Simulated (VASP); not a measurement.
Output of a VASP run:

OUTCAR:
```
 ion  position               nearest neighbor table
   1  0.222  0.111  0.250-  37 1.90  49 1.90  45 1.90  36 1.91  16 3.08   2 3.09  14 3.09  10 3.09
                            12 3.09   4 3.10   9 3.13  24 3.13  32 3.13  13 3.13   5 3.13  17 3.15
   2  0.111  0.222  0.000-  38 1.90  42 1.90  62 1.90  37 1.91   5 3.04   3 3.09   1 3.09  24 3.09
                            26 3.09   7 3.10  14 3.13  25 3.13  10 3.13  33 3.13  18 3.13   6 3.13
   3  0.222  0.111  0.750-  39 1.90  51 1.90  47 1.90  38 1.91  19 3.08   2 3.09  14 3.09  10 3.09
                            12 3.09   7 3.10   4 3.11  16 3.12  11 3.13  26 3.13  34 3.13  15 3.13
   4  0.107  0.221  0.499-  60 1.87  36 1.92  40 1.92  39 1.92  24 3.07  26 3.08   7 3.09   1 3.10
                            27 3.10  35 3.10   3 3.11   5 3.11   8 3.11  72 3.13  12 3.14  16 3.19
   5  0.216  0.441  0.246-  41 1.86  37 1.86  40 1.91  53 1.94   6 3.04   2 3.04  18 3.08  28 3.08
                            24 3.09   4 3.11  72 3.13   9 3.13   1 3.13   8 3.15  17 3.18  20 3.21
   6  0.111  0.556  0.000-  46 1.90  66 1.90  42 1.90  41 1.91   5 3.04   9 3.09  11 3.09  28 3.09
                            30 3.09   7 3.12  10 3.13  18 3.13  29 3.13  21 3.13  25 3.13   2 3.13
   7  0.226  0.444  0.749-  55 1.88  39 1.89  42 1.93  43 1.93  72 3.04  19 3.05   8 3.06  22 3.07
                            18 3.08   4 3.09   2 3.10   3 3.10   6 3.12  26 3.14  11 3.16  30 3.17
   8  0.110  0.554  0.505-  43 1.87  64 1.91  44 1.93  40 1.93  30 3.05  11 3.06   7 3.06  72 3.09
                             4 3.11  27 3.12  28 3.12  23 3.13  31 3.13   9 3.14  12 3.14   5 3.15
   9  0.222  0.778  0.250-  45 1.90  41 1.90  57 1.90  44 1.91  23 3.07  12 3.09  10 3.09  21 3.09
                             6 3.09   1 3.13  32 3.13  28 3.13  13 3.13   5 3.13   8 3.14  20 3.15
  10  0.111  0.889  0.000-  46 1.90  38 1.90  70 1.90  45 1.91   9 3.09  11 3.09   1 3.09   3 3.09
                            32 3.09  34 3.09   6 3.13  21 3.13  33 3.13   2 3.13  29 3.13  14 3.13
  11  0.222  0.778  0.750-  47 1.90  43 1.90  59 1.90  46 1.91   8 3.06  22 3.09  12 3.09  10 3.09
                            21 3.09   6 3.09  23 3.11   3 3.13  34 3.13  30 3.13  15 3.13   7 3.16
  12  0.111  0.889  0.500-  44 1.90  36 1.90  68 1.90  47 1.91   9 3.09  11 3.09   1 3.09   3 3.09
                            32 3.09  34 3.09  16 3.12   4 3.14   8 3.14  35 3.14  23 3.14  31 3.15
  13  0.556  0.111  0.250-  61 1.90  57 1.90  49 1.90  48 1.91  16 3.04  23 3.08  25 3.09  27 3.09
                            21 3.09  14 3.09  20 3.11  24 3.13  28 3.13   9 3.13   1 3.13  17 3.15
  14  0.444  0.222  0.000-  38 1.90  54 1.90  50 1.90  49 1.91  19 3.04   3 3.09   1 3.09  15 3.09
                            13 3.09   2 3.13  21 3.13  10 3.13  18 3.13  25 3.13  29 3.13  17 3.14
  15  0.556  0.111  0.750-  63 1.90  59 1.90  51 1.90  50 1.91  16 3.08  25 3.09  27 3.09  21 3.09
                            14 3.09  19 3.11  23 3.12  26 3.13  30 3.13  11 3.13   3 3.13  22 3.13
  16  0.446  0.218  0.498-  48 1.85  36 1.91  52 1.93  51 1.94  13 3.04  17 3.07   1 3.08  15 3.08
                            27 3.09  23 3.11  31 3.12   3 3.12  12 3.12  19 3.14   4 3.19  72 3.19
  17  0.558  0.448  0.254-  52 1.85  53 1.89  65 1.90  49 1.94  31 3.02  72 3.07  16 3.07  32 3.10
                            29 3.11  18 3.12  20 3.12  28 3.13  14 3.14  13 3.15   1 3.15   5 3.18
  18  0.444  0.556  0.000-  53 1.89  42 1.90  58 1.90  54 1.90  22 3.05  19 3.05   7 3.08   5 3.08
                            20 3.10  17 3.12  21 3.13   6 3.13   2 3.13  33 3.13  29 3.13  14 3.13
  19  0.550  0.440  0.754-  51 1.88  54 1.88  55 1.89  67 1.96  14 3.04   7 3.05  18 3.05   3 3.08
                            29 3.09  15 3.11  16 3.14  22 3.14  72 3.14  31 3.16  30 3.16  34 3.18
  20  0.560  0.782  0.249-  69 1.86  57 1.90  56 1.93  53 1.97  33 3.06  23 3.07  35 3.07  21 3.08
                            24 3.09  18 3.10  32 3.10  13 3.11  72 3.11  17 3.12   9 3.15   5 3.21
  21  0.444  0.889  0.000-  46 1.90  50 1.90  58 1.90  57 1.91  22 3.05  20 3.08   9 3.09  11 3.09
                            13 3.09  15 3.09  10 3.13  18 3.13  14 3.13   6 3.13  25 3.13  33 3.13
  22  0.549  0.774  0.753-  55 1.86  58 1.89  59 1.89  71 1.96  18 3.05  21 3.05   7 3.07  11 3.09
                            33 3.10  72 3.10  23 3.11  15 3.13  19 3.14  35 3.14  34 3.17  26 3.18
  23  0.445  0.886  0.498-  44 1.90  56 1.91  48 1.92  59 1.94  20 3.07   9 3.07  72 3.08  13 3.08
                            35 3.10  22 3.11  11 3.11  16 3.11  15 3.12   8 3.13  27 3.14  12 3.14
  24  0.889  0.111  0.250-  61 1.90  37 1.90  69 1.90  60 1.91   4 3.07  35 3.08   5 3.09  20 3.09
                            27 3.09  25 3.09  33 3.09   2 3.09  13 3.13  28 3.13   1 3.13  32 3.13
  25  0.778  0.222  0.000-  62 1.90  50 1.90  66 1.90  61 1.91  24 3.09  26 3.09  13 3.09  15 3.09
                            28 3.09  30 3.09   2 3.13  33 3.13  21 3.13   6 3.13  14 3.13  29 3.13
  26  0.889  0.111  0.750-  63 1.90  39 1.90  71 1.90  62 1.91   4 3.08  35 3.08  27 3.09  25 3.09
                            33 3.09   2 3.09  15 3.13  30 3.13  34 3.13   3 3.13   7 3.14  22 3.18
  27  0.778  0.222  0.500-  60 1.90  48 1.90  64 1.90  63 1.91  24 3.09  26 3.09  13 3.09  15 3.09
                            28 3.09  30 3.09  16 3.09   4 3.10  35 3.11  31 3.11   8 3.12  23 3.14
  28  0.889  0.444  0.250-  61 1.90  41 1.90  65 1.90  64 1.91  31 3.06   5 3.08  27 3.09  25 3.09
                             6 3.09  29 3.09   8 3.12  17 3.13  24 3.13  13 3.13   9 3.13  32 3.13
  29  0.778  0.556  0.000-  70 1.90  54 1.90  66 1.90  65 1.91  19 3.09  32 3.09  34 3.09  28 3.09
                            30 3.09  17 3.11  33 3.13   6 3.13  10 3.13  25 3.13  18 3.13  14 3.13
  30  0.889  0.444  0.750-  63 1.90  43 1.90  67 1.90  66 1.91   8 3.05  25 3.09  27 3.09   6 3.09
                            29 3.09  31 3.11  26 3.13  15 3.13  11 3.13  34 3.13  19 3.16   7 3.17
  31  0.776  0.553  0.497-  64 1.89  68 1.91  52 1.91  67 1.94  17 3.02  28 3.06  32 3.08  30 3.11
                            27 3.11  16 3.12  34 3.12   8 3.13  12 3.15  19 3.16  35 3.16  72 3.17
  32  0.889  0.778  0.250-  69 1.90  65 1.90  45 1.90  68 1.91  31 3.08  33 3.09  29 3.09  12 3.09
                            10 3.09  35 3.10  20 3.10  17 3.10   9 3.13  24 3.13   1 3.13  28 3.13
  33  0.778  0.889  0.000-  70 1.90  58 1.90  62 1.90  69 1.91  20 3.06  32 3.09  34 3.09  24 3.09
                            26 3.09  22 3.10  29 3.13  10 3.13  25 3.13   2 3.13  18 3.13  21 3.13
  34  0.889  0.778  0.750-  71 1.90  67 1.90  47 1.90  70 1.91  33 3.09  29 3.09  10 3.09  12 3.09
                            35 3.10  31 3.12  11 3.13  26 3.13   3 3.13  30 3.13  22 3.17  19 3.18
  35  0.777  0.890  0.500-  60 1.89  56 1.90  71 1.91  68 1.92  20 3.07  26 3.08  24 3.08  34 3.10
                            32 3.10  23 3.10   4 3.10  27 3.11  22 3.14  12 3.14  72 3.16  31 3.16
  36  0.222  0.111  0.441-  12 1.90  16 1.91   1 1.91   4 1.92
  37  0.111  0.222  0.191-   5 1.86   1 1.90  24 1.90   2 1.91
  38  0.222  0.111  0.941-   2 1.90  14 1.90  10 1.90   3 1.91
  39  0.111  0.222  0.691-   7 1.89   3 1.90  26 1.90   4 1.92
  40  0.223  0.445  0.436-  72 1.87   5 1.91   4 1.92   8 1.93
  41  0.111  0.556  0.191-   5 1.86   9 1.90  28 1.90   6 1.91
  42  0.222  0.444  0.941-   2 1.90  18 1.90   6 1.90   7 1.93
  43  0.111  0.556  0.691-   8 1.87  11 1.90  30 1.90   7 1.93
  44  0.222  0.778  0.441-  23 1.90  12 1.90   9 1.91   8 1.93
...
```

OSZICAR:
```
...
   6 F= -.54195995E+03 E0= -.54195987E+03  d E =-.897955E-02
       N       E                     dE             d eps       ncg     rms          rms(c)
DAV:   1    -0.541960442199E+03   -0.49749E-03   -0.25774E-01   400   0.130E+00    0.814E-02
RMM:   2    -0.541960674351E+03   -0.23215E-03   -0.39787E-03   360   0.141E-01    0.425E-02
RMM:   3    -0.541960648062E+03    0.26289E-04   -0.44941E-04   360   0.496E-02    0.254E-02
RMM:   4    -0.541960636496E+03    0.11566E-04   -0.13824E-04   359   0.248E-02    0.809E-03
RMM:   5    -0.541960638349E+03   -0.18527E-05   -0.20394E-05   229   0.975E-03
   7 F= -.54196064E+03 E0= -.54196056E+03  d E =-.967163E-02
       N       E                     dE             d eps       ncg     rms          rms(c)
DAV:   1    -0.541963084582E+03   -0.24481E-02   -0.55250E-01   368   0.193E+00    0.119E-01
RMM:   2    -0.541963622745E+03   -0.53816E-03   -0.85795E-03   360   0.214E-01    0.644E-02
RMM:   3    -0.541963589951E+03    0.32794E-04   -0.10557E-03   363   0.767E-02    0.389E-02
RMM:   4    -0.541963568350E+03    0.21602E-04   -0.30107E-04   361   0.371E-02    0.137E-02
RMM:   5    -0.541963574072E+03   -0.57223E-05   -0.60492E-05   277   0.154E-02
   8 F= -.54196357E+03 E0= -.54196348E+03  d E =-.293572E-02
       N       E                     dE             d eps       ncg     rms          rms(c)
DAV:   1    -0.541963713842E+03   -0.14549E-03   -0.59980E-02   408   0.635E-01    0.392E-02
RMM:   2    -0.541963773863E+03   -0.60021E-04   -0.94729E-04   360   0.714E-02    0.216E-02
RMM:   3    -0.541963770987E+03    0.28763E-05   -0.11986E-04   362   0.258E-02    0.132E-02
RMM:   4    -0.541963768977E+03    0.20099E-05   -0.33856E-05   257   0.125E-02
   9 F= -.54196377E+03 E0= -.54196367E+03  d E =-.313063E-02
       N       E                     dE             d eps       ncg     rms          rms(c)
DAV:   1    -0.541964742086E+03   -0.97110E-03   -0.23654E-01   368   0.127E+00    0.805E-02
RMM:   2    -0.541964996659E+03   -0.25457E-03   -0.36954E-03   360   0.144E-01    0.451E-02
RMM:   3    -0.541964997342E+03   -0.68363E-06   -0.48950E-04   369   0.517E-02    0.291E-02
RMM:   4    -0.541964985814E+03    0.11529E-04   -0.13432E-04   359   0.253E-02    0.951E-03
RMM:   5    -0.541964987781E+03   -0.19675E-05   -0.25389E-05   242   0.105E-02
  10 F= -.54196499E+03 E0= -.54196489E+03  d E =-.121880E-02
       N       E                     dE             d eps       ncg     rms          rms(c)
DAV:   1    -0.541965001761E+03   -0.15948E-04   -0.98374E-03   424   0.258E-01    0.166E-02
RMM:   2    -0.541965013879E+03   -0.12117E-04   -0.16359E-04   360   0.305E-02    0.968E-03
RMM:   3    -0.541965014182E+03   -0.30376E-06   -0.21954E-05   231   0.110E-02    0.652E-03
RMM:   4    -0.541965013798E+03    0.38413E-06   -0.55888E-06   213   0.513E-03
  11 F= -.54196501E+03 E0= -.54196491E+03  d E =-.124482E-02
       N       E                     dE             d eps       ncg     rms          rms(c)
DAV:   1    -0.541965329968E+03   -0.31579E-03   -0.14654E-01   368   0.982E-01    0.628E-02
RMM:   2    -0.541965498538E+03   -0.16857E-03   -0.23197E-03   360   0.108E-01    0.328E-02
RMM:   3    -0.541965493801E+03    0.47370E-05   -0.27040E-04   362   0.382E-02    0.201E-02
RMM:   4    -0.541965487186E+03    0.66157E-05   -0.75960E-05   338   0.189E-02
  12 F= -.54196549E+03 E0= -.54196540E+03  d E =-.473387E-03
```

### OUTCAR
```
------------------------ aborting loop because EDIFF is reached ----------------------------------------
  FORCE on cell =-STRESS in cart. coord.  units (eV):
  Direction    XX          YY          ZZ          XY          YZ          ZX
  --------------------------------------------------------------------------------------
  Total      -20.9127508    -20.6664654    -49.3147346     -0.0097348     -0.0023038     -0.0126040
  in kB      -43.8200002    -43.3039406   -103.3327321     -0.0203980     -0.0048272     -0.0264101
  external PRESSURE =     -63.4855576 kB  Pullay stress =       0.0000000 kB
  volume of cell :      764.63
      direct lattice vectors                 reciprocal lattice vectors
     4.692284609 -8.127275329  0.000000000     0.106557901 -0.061521233  0.000000000
     4.692284609  8.127275329  0.000000000     0.106557901  0.061521233  0.000000000
     0.000000000  0.000000000 10.025130986     0.000000000  0.000000000  0.099749320
  FREE ENERGIE OF THE ION-ELECTRON SYSTEM (eV)
  ---------------------------------------------------
  free  energy   TOTEN  =      -541.9654871856 eV

  energy  without entropy=     -541.9653055840  energy(sigma->0) =     -541.96539638

 reached required accuracy - stopping structural energy minimisation
```
(Selected blocks of OUTCAR.)

**POSCAR**
```
Al35GaN36
1
    4.6922846092    -8.1272753292     0.0000000000
    4.6922846092     8.1272753292     0.0000000000
    0.0000000000     0.0000000000    10.0251309863
Al N Ga
35 36 1
Direct
  0.2222220000   0.1111110000   0.2500000000
  0.1111110000   0.2222220000   0.0000000000
  0.2222220000   0.1111110000   0.7500000000
  0.1074920000   0.2211480000   0.4992230000
  0.2160250000   0.4413550000   0.2456200000
  0.1111110000   0.5555560000   0.0000000000
  0.2261980000   0.4435630000   0.7485270000
  0.1102230000   0.5539940000   0.5047900000
  0.2222220000   0.7777780000   0.2500000000
  0.1111110000   0.8888890000   0.0000000000
  0.2222220000   0.7777780000   0.7500000000
  0.1111110000   0.8888890000   0.5000000000
  0.5555560000   0.1111110000   0.2500000000
  0.4444440000   0.2222220000   0.0000000000
  0.5555560000   0.1111110000   0.7500000000
  0.4461870000   0.2184350000   0.4975870000
  0.5575620000   0.4476980000   0.2541090000
  0.4444440000   0.5555560000   0.0000000000
  0.5496770000   0.4399160000   0.7536330000
  0.5604160000   0.7820530000   0.2489140000
  0.4444440000   0.8888890000   0.0000000000
  0.5492350000   0.7739550000   0.7529260000
  0.4447030000   0.8860210000   0.4976180000
  0.8888890000   0.1111110000   0.2500000000
  0.7777780000   0.2222220000   0.0000000000
  0.8888890000   0.1111110000   0.7500000000
  0.7777780000   0.2222220000   0.5000000000
  0.8888890000   0.4444440000   0.2500000000
  0.7777780000   0.5555560000   0.0000000000
  0.8888890000   0.4444440000   0.7500000000
  0.7757790000   0.5529830000   0.4973000000
  0.8888890000   0.7777780000   0.2500000000
  0.7777780000   0.8888890000   0.0000000000
  0.8888890000   0.7777780000   0.7500000000
  0.7772740000   0.8904390000   0.5000910000
  0.2222220000   0.1111110000   0.4410000000
  0.1111110000   0.2222220000   0.1910000000
  0.2222220000   0.1111110000   0.9410000000
  0.1111110000   0.2222220000   0.6910000000
  0.2230740000   0.4445940000   0.4363420000
  0.1111110000   0.5555560000   0.1910000000
  0.2222220000   0.4444440000   0.9410000000
  0.1111110000   0.5555560000   0.6910000000
  0.2222220000   0.7777780000   0.4410000000
  0.1111110000   0.8888890000   0.1910000000
  0.2222220000   0.7777780000   0.9410000000
  0.1111110000   0.8888890000   0.6910000000
  0.5555560000   0.1111110000   0.4410000000
  0.4444440000   0.2222220000   0.1910000000
  0.5555560000   0.1111110000   0.9410000000
  0.4444440000   0.2222220000   0.6910000000
  0.5518680000   0.4441120000   0.4381250000
  0.4435780000   0.5518850000   0.1884750000
  0.5555560000   0.4444440000   0.9410000000
  0.4471160000   0.5579420000   0.6930150000
  0.5553170000   0.7723350000   0.4416610000
  0.4444440000   0.8888890000   0.1910000000
  0.5555560000   0.7777780000   0.9410000000
  0.4444440000   0.8888890000   0.6910000000
  0.8888890000   0.1111110000   0.4410000000
  0.7777780000   0.2222220000   0.1910000000
  0.8888890000   0.1111110000   0.9410000000
  0.7777780000   0.2222220000   0.6910000000
  0.8888890000   0.4444440000   0.4410000000
  0.7777780000   0.5555560000   0.1910000000
  0.8888890000   0.4444440000   0.9410000000
  0.7777780000   0.5555560000   0.6910000000
  0.8888890000   0.7777780000   0.4410000000
  0.7777780000   0.8888890000   0.1910000000
  0.8888890000   0.7777780000   0.9410000000
  0.7777780000   0.8888890000   0.6910000000
  0.4395930000   0.5552440000   0.4992620000
```

### Question
Write an INCAR and KPOINTS that could have produced this output.

### Answer
One answer among several that fit: the input of the run itself, PBE GGA, plane waves, VASP's PBE PAW potentials (set 64).

**INCAR**
```
SYSTEM=Al35GaN36
PREC=Normal; ENCUT=400; LREAL=Auto
LASPH=.TRUE.; ISYM=0; NELECT=286.0
EDIFF=1E-5; NELM=100; NELMIN=4
ALGO=Fast; LMAXMIX=4
ISMEAR=0; SIGMA=0.05
GGA=PE
IBRION=2; NSW=60; ISIF=2
EDIFFG=-0.03
LWAVE=.FALSE.; LCHARG=.FALSE.
```

### KPOINTS
```
Automatic mesh
0
Gamma
1 1 1
0 0 0
```

POTCAR, in this order: Al N Ga (PBE.64 set). Program: vasp_gam.

At this cut-off the stress carries a Pulay error, which pulls relaxed volumes low. The cell is charged, with a uniform compensating background. The supercell is sampled at Γ alone, which is coarse: total energies, pressure and levels can be off, energies of defects by several tenths of an eV.

The cell is a supercell with a defect, built from AlN (wurtzite): Ga_Al, charge +2. The run is not spin-polarised, so no state with unpaired spins was tried.
